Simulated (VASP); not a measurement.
# CdTe: GW quasiparticle gap, part 3 of 3

Wanted: how far GW moves the Kohn-Sham levels of CdTe. The cell is of the zinc-blende type, one of the forms listed for this formula. The start is a cell from a database of measured crystal structures.

VASP 6.6.1, plane waves and PAW; the level of theory is named at each step.

So far, quasiparticle gap on the mesh (eV): step 3 (G0W0, bands in the sums 56) 1.98; step 5 (G0W0, bands in the sums 112) 1.96; step 7 (G0W0, bands in the sums 220) 1.95; step 9 (G0W0, bands in the sums 364) 1.95.

The database entry behind the starting cell differs from later determinations by our own check (an axis about 1.1 % short against later determinations), so it need not match the best structure at ambient conditions.

**10. G0W0, one more run, bands in the sums 364**

Level of this step: G0W0 on LDA; plane waves and PAW (Te_GW, Cd_sv_GW) (VASP).

A run with a slip in its input follows, to show how it looks in the output.

Input file INCAR:

```
SYSTEM = CdTe
PREC = Accurate
ENCUT = 380
ISMEAR = 0
SIGMA = 0.01
LREAL = .FALSE.
GGA = CA
NBANDS = 364
ALGO = EVGW0
NELMGW = 1
ENCUTGW = 180
NOMEGA = 48
PRECFOCK = Fast
NBANDSGW = 24
LWAVE = .FALSE.
LCHARG = .FALSE.
```

Input file POSCAR:

```
CdTe
1.0
    0.0000000000      3.2050000000      3.2050000000
    3.2050000000      0.0000000000      3.2050000000
    3.2050000000      3.2050000000      0.0000000000
Te Cd
1 1
Direct
    0.7500000000      0.7500000000      0.7500000000
    0.0000000000      0.0000000000      0.0000000000
```

Input file KPOINTS:

```
Automatic mesh
0
Gamma
6 6 6
0 0 0
```

PAW data sets: Te_GW and Cd_sv_GW (LDA family, release 64).

Started as:

```bash
$ mpirun -np 4 vasp_std
```

Log:

```text
[banner, memory and clock lines left out]
running    4 mpi-ranks, on    1 nodes
[...]
|                                                                             |
|           W    W    AA    RRRRR   N    N  II  N    N   GGGG   !!!           |
|           W    W   A  A   R    R  NN   N  II  NN   N  G    G  !!!           |
|           W    W  A    A  R    R  N N  N  II  N N  N  G       !!!           |
|           W WW W  AAAAAA  RRRRR   N  N N  II  N  N N  G  GGG   !            |
|           WW  WW  A    A  R   R   N   NN  II  N   NN  G    G                |
|           W    W  A    A  R    R  N    N  II  N    N   GGGG   !!!           |
|                                                                             |
|     The default for ENCUTGWSOFT is different in this version of VASP.       |
|     please manually set ENCUTGWSOFT =180 in the INCAR file.                 |
|                                                                             |

 LDA part: xc-table for (Slater(with rela. corr.)+CA(PZ))
 , standard interpolation
 found WAVECAR, reading the header
 POSCAR, INCAR and KPOINTS ok, starting setup
[...]
reading WAVECAR
 the WAVECAR file was read successfully
 initial charge from wavefunction
 available memory per node:     92.58 GB, setting MAXMEM to     94803

 The Fermi energy was updated, please check that it is located mid-gap
 values below the HOMO (VB) or above the LUMO (CB) will cause erroneous energies
 E-fermi :   3.9190

 calculate exact exchange contribution
|                                                                             |
|           W    W    AA    RRRRR   N    N  II  N    N   GGGG   !!!           |
|           W    W   A  A   R    R  NN   N  II  NN   N  G    G  !!!           |
|           W    W  A    A  R    R  N N  N  II  N N  N  G       !!!           |
|           W WW W  AAAAAA  RRRRR   N  N N  II  N  N N  G  GGG   !            |
|           WW  WW  A    A  R   R   N   NN  II  N   NN  G    G                |
|           W    W  A    A  R    R  N    N  II  N    N   GGGG   !!!           |
|                                                                             |
|     The derivative of the wavefunctions with respect to k (WAVEDER) can     |
|     not be found. You should redo the groundstate calculation using         |
|     LOPTICS=.TRUE. in order to write the WAVEDER dataset. However for       |
|     metals, the present setting is ok.                                      |
|                                                                             |

|                                                                             |
|           W    W    AA    RRRRR   N    N  II  N    N   GGGG   !!!           |
|           W    W   A  A   R    R  NN   N  II  NN   N  G    G  !!!           |
[...]
|                                                                             |
|     Automatic setting of frequency mesh for GW failed. Frequency mesh       |
|     properly not suitable for determining QP energies. Consider             |
|     increasing number of kpoints.                                           |
|                                                                             |

energies w=
    0.000    0.000    1.486    0.000    2.967    0.000    4.436    0.000
    5.889    0.000    7.322    0.000    8.731    0.000   10.116    0.000
   11.476    0.000   12.811    0.000   14.123    0.000   15.413    0.000
   16.684    0.000   17.940    0.000   19.183    0.000   20.420    0.000
   21.652    0.000   22.886    0.000   24.126    0.000   25.379    0.000
   26.649    0.000   27.943    0.000   29.269    0.000   30.634    0.000
   32.048    0.000   33.520    0.000   35.062    0.000   36.687    0.000
   38.412    0.000   40.255    0.000   42.239    0.000   44.391    0.000
   46.744    0.000   49.341    0.000   52.234    0.000   55.491    0.000
   59.199    0.000   63.474    0.000   68.474    0.000   74.416    0.000
   81.609    0.000   90.510    0.000  101.820    0.000  116.670    0.000
  137.020    0.000  166.571    0.000  213.269    0.000  297.818    0.000
 responsefunction array rank=     372
 LDA part: xc-table for (Slater(with rela. corr.)+CA(PZ))
 , standard interpolation

 min. memory requirement per mpi rank    903.7 MB, per node   3614.9 MB

 allocating  12 responsefunctions rank=   372
 shmem allocating  48 responsefunctions rank=   372
 response function shared by NCSHMEM nodes    1
 Doing           12  frequencies on each core in blocks of           48
NQ=   1    0.0000    0.0000    0.0000,
|.........|.........|.........|.........|.........|.........|.........|.........
 performed       2250000 updates of chi_q(r,r)
 total number of BLAS operations       2069.28 Gflops
NQ=   2    0.1667    0.0000    0.0000,
|.........|.........|.........|.........|.........|.........|.........|.........
 performed       5688000 updates of chi_q(r,r)
 total number of BLAS operations       5555.91 Gflops
NQ=   3    0.3333    0.0000    0.0000,
|.........|.........|.........|.........|.........|.........|.........|.........
 performed       9126000 updates of chi_q(r,r)
 total number of BLAS operations       9101.54 Gflops
NQ=   4    0.5000    0.0000    0.0000,
|.........|.........|.........|.........|.........|.........|.........|.........
 performed      12145000 updates of chi_q(r,r)
 total number of BLAS operations      12372.88 Gflops
NQ=   5    0.1667    0.1667    0.0000,
|.........|.........|.........|.........|.........|.........|.........|.........
 performed      15583000 updates of chi_q(r,r)
 total number of BLAS operations      15762.25 Gflops
NQ=   6    0.3333    0.1667    0.0000,
|.........|.........|.........|.........|.........|.........|.........|.........
 performed      20524000 updates of chi_q(r,r)
 total number of BLAS operations      20857.13 Gflops
NQ=   7    0.5000    0.1667    0.0000,
|.........|.........|.........|.........|.........|.........|.........|.........
 performed      25465000 updates of chi_q(r,r)
 total number of BLAS operations      26210.67 Gflops
NQ=   8   -0.3333    0.1667    0.0000,
|.........|.........|.........|.........|.........|.........|.........|.........
 performed      30406000 updates of chi_q(r,r)
 total number of BLAS operations      31248.94 Gflops
NQ=   9   -0.1667    0.1667    0.0000,
```

Run time: 16 min. Hardware: 4 MPI ranks of Intel Xeon 6975P-C (Granite Rapids), shared host.

The run was cut off at its time limit.

The fault in the input: no derivatives of the orbitals. 

**11. Summary**

This step: GW series: G0W0 on LDA; plane waves and PAW (VASP 6.6.1).

Derived from the runs above.

Cost is wall time times ranks on a shared host, with the step that makes the empty bands. GW runs:

```csv
level,bands,ENCUTGW (eV),NOMEGA,k mesh,starting gap (eV),quasiparticle gap (eV),direct gap (eV),cost (core minutes)
G0W0,56,180,48,6x6x6,0.6414,1.985,1.985,38.17
G0W0,112,180,48,6x6x6,0.6414,1.956,1.956,63.23
G0W0,220,180,48,6x6x6,0.6414,1.954,1.954,100.2
G0W0,364,180,48,6x6x6,0.6414,1.946,1.946,132.2
```

**12. What came out**

```json
{"G0W0 on LDA, 364 bands, ENCUTGW 180 eV, NOMEGA 48, mesh 6×6×6": "0.641 → 1.946 eV", "G0W0 on LDA, 56 bands, ENCUTGW 180 eV, NOMEGA 48, mesh 6×6×6": "0.641 → 1.985 eV"}
```

**Reading.** G0W0 gives a quasiparticle gap of 1.946 eV on the mesh, 1.30 eV over the LDA gap on the same mesh. The steps of the series move the gap by -28, -3, -8 meV; the last costs 1.3 times the one before. The last step lies within a tolerance of 30 meV, picked for this account, and the last two together move the gap by -10 meV. Response cutoff and mesh weren't varied, so the series can only reach this cutoff's value, and band edges off the mesh aren't seen. The exchange of the semicore shells in Cd_sv_GW enters in full, while their correlation needs a response cutoff well above 180 eV, so that run isn't converged and its gap can overshoot. Spin-orbit coupling is left out; with Te and Cd in the cell it can split or shift band edges, by an amount that depends on which atoms form them and isn't tested here. VASP warned that the automatic setting of its frequency mesh failed, and advised more k points, in all GW runs. Those values are in doubt. Not tabulated here, as repeats of values shown or as unfit to read for their mesh, reference level or band range: eps2 curves (empty bands); eps1 curves and static values (empty bands); gaps (empty bands). The run with no derivatives of the orbitals reached its time limit and gave no result.

[Lines on the potential files, build, host, timing and source positions are cut from VASP's logs without a mark.]

[Logs are printed without paths, hosts, clocks, repeated set-up lines and the standing remarks that a program may print on its own settings, such as how far it seeks lower states.]

[Hosts, paths, dates, database ids (printed as entryN), source tags and the programs' standing remarks are cut or masked in the printed files.]

[Pressures printed for these runs are not shown converged in the cutoff: they can be off by several GPa and have the wrong sign.]
